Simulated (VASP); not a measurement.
Data:

```xyz
3
Lattice="2.3847 -4.1304 0.0000 2.3847 4.1304 0.0000 0.0000 0.0000 9.0590" Properties=species:S:1:pos:R:3 pbc="T T T"
Pb     0.0000     0.0000     0.0000
I      2.3847     1.3768     1.8432
I      2.3847    -1.3768     7.2158
```

Calculation: revPBE GGA, VASP's PBE PAW potentials (set 64) (plane waves; VASP 6.6.1). Numerical set-up: 520 eV cut-off, 6×6×3 Γ-centred mesh, tetrahedra with Blöchl corrections, potentials Pb_d I.

The cores are frozen, which limits the accuracy of field gradients. Without a dispersion term in the relaxation, distances and binding between the weakly bound layers, chains or molecules are unreliable, and so is what depends on them.

### Question
Give the principal components of the electric field gradient (V/Å²) and the asymmetry η at each nucleus.

### Answer

| atom | Vxx | Vyy | Vzz | η |
|---|---|---|---|---|
| Pb1 | -13.8 | -13.8 | 27.6 | 0.00 |
| I2 | 12.2 | 12.2 | -24.4 | 0.00 |
| I3 | 12.2 | 12.2 | -24.4 | 0.00 |

The compound is PbI2 in the 1T layered structure. It was relaxed first, which changed the volume by +42 %.
